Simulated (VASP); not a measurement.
These are PBE GGA, VASP's PBE PAW potentials (set 64) (plane waves; VASP 6.6.1) values and carry that method's errors.

Input for VASP

**KPOINTS**
```
Automatic mesh
0
Gamma
3 3 3
0 0 0
```

### INCAR
```
ALGO = Normal
EDIFF = 1E-6
EDIFFG = -0.02
ENCUT = 400
GGA = PE
IBRION = 2
ISIF = 3
ISMEAR = 0
LASPH = .TRUE.
LCHARG = .FALSE.
LMAXMIX = 4
LREAL = .FALSE.
LWAVE = .FALSE.
NELM = 100
NSW = 60
PREC = Accurate
SIGMA = 0.05
SYSTEM = Mg2Zn2Te4
```

File POSCAR:
```
Mg2Zn2Te4
1
    6.3384025054     0.0000000000    -0.0000000000
    0.0000000000     6.3384025054     0.0000000000
    0.0000000000    -0.0000000000     6.3470627783
Zn Te Mg
2 4 2
Direct
  0.0000000000   0.0000000000   0.0000000000
  0.5000000000   0.5000000000   0.0000000000
  0.2500000000   0.2500000000   0.2363926259
  0.7500000000   0.7500000000   0.2363926259
  0.7500000000   0.2500000000   0.7636073741
  0.2500000000   0.7500000000   0.7636073741
  0.5000000000   0.0000000000   0.5000000000
  0.0000000000   0.5000000000   0.5000000000
```

POTCAR, in this order: Zn Te Mg (PBE.64 set). Program: vasp_std.

What VASP printed:

### OUTCAR
```
 ion  position               nearest neighbor table
   1  0.000  0.000  0.000-   3 2.70   4 2.70   5 2.70   6 2.70
   2  0.500  0.500  0.000-   3 2.70   4 2.70   5 2.70   6 2.70
   3  0.250  0.250  0.236-   1 2.70   2 2.70   7 2.80   8 2.80
   4  0.750  0.750  0.236-   1 2.70   2 2.70   7 2.80   8 2.80
   5  0.750  0.250  0.764-   1 2.70   2 2.70   7 2.80   8 2.80
   6  0.250  0.750  0.764-   1 2.70   2 2.70   7 2.80   8 2.80
   7  0.500  0.000  0.500-   3 2.80   4 2.80   5 2.80   6 2.80
   8  0.000  0.500  0.500-   3 2.80   4 2.80   5 2.80   6 2.80
  LATTYP: Found a simple tetragonal cell.
 ALAT       =     6.3384025054
 C/A-ratio  =     1.0013663179
 Subroutine PRICEL returns following result:
  LATTYP: Found a simple tetragonal cell.
 ALAT       =     4.4819273935
 C/A-ratio  =     1.4161458277
 Subroutine GETGRP returns: Found  8 space group operations
The static configuration has the point symmetry D_2d.
The dynamic configuration has the point symmetry D_2d.
 Subroutine INISYM returns: Found  8 space group operations
 Subroutine IBZKPT returns following result:
 Found      6 irreducible k-points:

 Following reciprocal coordinates:
            Coordinates               Weight
  0.000000  0.000000  0.000000      1.000000
  0.333333  0.000000  0.000000      4.000000
  0.333333  0.333333  0.000000      4.000000
  0.000000  0.000000  0.333333      2.000000
  0.333333  0.000000  0.333333      8.000000
  0.333333  0.333333  0.333333      8.000000
   k-points           NKPTS =      6   k-points in BZ     NKDIM =      6   number of bands    NBANDS=     31
   number of dos      NEDOS =    301   number of ions     NIONS =      8
   total plane-waves  NPLWV =  74088
   dimension x,y,z NGX =    42 NGY =   42 NGZ =   42
   dimension x,y,z NGXF=    84 NGYF=   84 NGZF=   84
   ions per type =               2   4   2
   PREC   = accura    normal or accurate (medium, high low for compatibility)
   ISTART =      0    job   : 0-new  1-cont  2-samecut
   ICHARG =      2    charge: 1-file 2-atom 10-const
...
```

**OSZICAR**
```
       N       E                     dE             d eps       ncg     rms          rms(c)
DAV:   1     0.262273630548E+03    0.26227E+03   -0.18224E+04   372   0.124E+03
DAV:   2    -0.594083382370E+00   -0.26287E+03   -0.25693E+03   438   0.271E+02
DAV:   3    -0.232662000046E+02   -0.22672E+02   -0.22619E+02   436   0.855E+01
DAV:   4    -0.237856461180E+02   -0.51945E+00   -0.51911E+00   449   0.131E+01
DAV:   5    -0.238054511993E+02   -0.19805E-01   -0.19804E-01   476   0.229E+00    0.712E+00
DAV:   6    -0.230737647724E+02    0.73169E+00   -0.20942E+00   538   0.243E+01    0.559E+00
DAV:   7    -0.230210172194E+02    0.52748E-01   -0.94660E-01   414   0.556E+00    0.231E+00
DAV:   8    -0.230307549917E+02   -0.97378E-02   -0.23426E-02   449   0.103E+00    0.942E-01
DAV:   9    -0.230333038159E+02   -0.25488E-02   -0.84175E-03   429   0.877E-01    0.236E-01
DAV:  10    -0.230334838111E+02   -0.18000E-03   -0.19374E-03   504   0.599E-01    0.103E-01
DAV:  11    -0.230337756193E+02   -0.29181E-03   -0.60105E-04   414   0.219E-01    0.299E-02
DAV:  12    -0.230337929541E+02   -0.17335E-04   -0.49396E-05   456   0.443E-02    0.163E-02
DAV:  13    -0.230338060703E+02   -0.13116E-04   -0.49952E-05   407   0.470E-02    0.125E-02
DAV:  14    -0.230338073765E+02   -0.13062E-05   -0.28408E-06   432   0.180E-02    0.324E-03
DAV:  15    -0.230338076641E+02   -0.28762E-06   -0.94536E-07   277   0.667E-03
   1 F= -.23033808E+02 E0= -.23033808E+02  d E =-.230338E+02
       N       E                     dE             d eps       ncg     rms          rms(c)
DAV:   1    -0.230363819817E+02   -0.25746E-02   -0.42611E-02   468   0.199E+00    0.334E-01
DAV:   2    -0.230347023772E+02    0.16796E-02   -0.81879E-03   482   0.136E+00    0.138E-01
DAV:   3    -0.230344017767E+02    0.30060E-03   -0.40638E-04   414   0.142E-01    0.707E-02
DAV:   4    -0.230343059616E+02    0.95815E-04   -0.13081E-04   421   0.703E-02    0.207E-02
DAV:   5    -0.230343033240E+02    0.26377E-05   -0.26845E-05   476   0.587E-02    0.136E-02
DAV:   6    -0.230343036116E+02   -0.28768E-06   -0.57272E-06   441   0.283E-02
   2 F= -.23034304E+02 E0= -.23034304E+02  d E =-.495948E-03
       N       E                     dE             d eps       ncg     rms          rms(c)
DAV:   1    -0.230396930675E+02   -0.53897E-02   -0.10872E-01   469   0.317E+00    0.535E-01
DAV:   2    -0.230353858907E+02    0.43072E-02   -0.20835E-02   497   0.216E+00    0.221E-01
DAV:   3    -0.230346197721E+02    0.76612E-03   -0.10384E-03   400   0.225E-01    0.113E-01
DAV:   4    -0.230343801103E+02    0.23966E-03   -0.33154E-04   435   0.112E-01    0.331E-02
DAV:   5    -0.230343738050E+02    0.63053E-05   -0.66462E-05   455   0.907E-02    0.216E-02
DAV:   6    -0.230343743871E+02   -0.58203E-06   -0.13707E-05   456   0.425E-02    0.748E-03
DAV:   7    -0.230343744886E+02   -0.10153E-06   -0.22833E-06   315   0.250E-02
   3 F= -.23034374E+02 E0= -.23034374E+02  d E =-.566824E-03
       N       E                     dE             d eps       ncg     rms          rms(c)
DAV:   1    -0.230351226380E+02   -0.74825E-03   -0.13874E-02   469   0.113E+00    0.191E-01
DAV:   2    -0.230345727605E+02    0.54988E-03   -0.26967E-03   497   0.786E-01    0.788E-02
DAV:   3    -0.230344790380E+02    0.93723E-04   -0.13390E-04   400   0.834E-02    0.404E-02
DAV:   4    -0.230344527608E+02    0.26277E-04   -0.43541E-05   428   0.401E-02    0.118E-02
DAV:   5    -0.230344523130E+02    0.44782E-06   -0.86215E-06   390   0.336E-02
   4 F= -.23034452E+02 E0= -.23034452E+02  d E =-.644649E-03
       N       E                     dE             d eps       ncg     rms          rms(c)
DAV:   1    -0.230360172993E+02   -0.15645E-02   -0.34308E-02   402   0.143E+00    0.262E-01
DAV:   2    -0.230351234979E+02    0.89380E-03   -0.36500E-03   450   0.890E-01    0.128E-01
DAV:   3    -0.230348652785E+02    0.25822E-03   -0.28426E-04   400   0.139E-01    0.610E-02
DAV:   4    -0.230348133825E+02    0.51896E-04   -0.91112E-05   415   0.667E-02    0.159E-02
DAV:   5    -0.230348133147E+02    0.67797E-07   -0.20266E-05   455   0.399E-02    0.976E-03
DAV:   6    -0.230348133987E+02   -0.83960E-07   -0.34091E-06   331   0.206E-02
   5 F= -.23034813E+02 E0= -.23034813E+02  d E =-.361086E-03
```

File OUTCAR:
```
------------------------ aborting loop because EDIFF is reached ----------------------------------------
  FORCE on cell =-STRESS in cart. coord.  units (eV):
  Direction    XX          YY          ZZ          XY          YZ          ZX
  --------------------------------------------------------------------------------------
  Total       -0.1324434     -0.1324434     -0.0312094      0.0000000      0.0000000      0.0000000
  in kB       -0.8298051     -0.8298051     -0.1955383      0.0000000      0.0000000      0.0000000
  external PRESSURE =      -0.6183828 kB  Pullay stress =       0.0000000 kB
  volume of cell :      255.72
      direct lattice vectors                 reciprocal lattice vectors
     6.330933877  0.000000000  0.000000000     0.157954580  0.000000000  0.000000000
     0.000000000  6.330933877 -0.000000000     0.000000000  0.157954580  0.000000000
     0.000000000 -0.000000000  6.380125608     0.000000000  0.000000000  0.156736726
 POSITION                                       TOTAL-FORCE (eV/Angst)
 -----------------------------------------------------------------------------------
      0.00000      6.33093     -0.00000        -0.000000     -0.000000     -0.000000
      3.16547      3.16547      6.38013         0.000000      0.000000      0.000000
      1.58273      1.58273      1.50677         0.000000      0.000000     -0.001129
      4.74820      4.74820      1.50677         0.000000      0.000000     -0.001129
      4.74820      1.58273      4.87336        -0.000000     -0.000000      0.001129
      1.58273      4.74820      4.87336         0.000000     -0.000000      0.001129
      3.16547     -0.00000      3.19006         0.000000     -0.000000     -0.000000
      0.00000      3.16547      3.19006         0.000000     -0.000000      0.000000
 -----------------------------------------------------------------------------------
    total drift:                                0.000000      0.000000     -0.000000
  FREE ENERGIE OF THE ION-ELECTRON SYSTEM (eV)
  ---------------------------------------------------
  free  energy   TOTEN  =       -23.0348133987 eV

  energy  without entropy=      -23.0348133987  energy(sigma->0) =      -23.03481340

 reached required accuracy - stopping structural energy minimisation
```
(Selected blocks of OUTCAR.)

CONTCAR:
```
Mg2Zn2Te4
   1.00000000000000
     6.3309338768526819    0.0000000000000000    0.0000000000000000
     0.0000000000000000    6.3309338768526819   -0.0000000000000000
     0.0000000000000000   -0.0000000000000000    6.3801256082288536
  Zn              Te              Mg
     2     4     2
Direct
     0.0000000000000000    1.0000000000000000    0.0000000000000000
     0.5000000000000000    0.5000000000000000    1.0000000000000000
     0.2500000000000000    0.2500000000000000    0.2361661893357588
     0.7500000000000000    0.7500000000000000    0.2361661893357588
     0.7500000000000000    0.2500000000000000    0.7638338106642412
     0.2500000000000000    0.7500000000000000    0.7638338106642412
     0.5000000000000000    0.0000000000000000    0.5000000000000000
     0.0000000000000000    0.5000000000000000    0.5000000000000000
```

The structure was generated: Mg2Zn2Te4 was put into an ordered model structure (P-4m2), which need not be its known phase. This run relaxes it. Symmetry was kept, so distortions that lower it aren't found. The start is the result of an earlier pass.
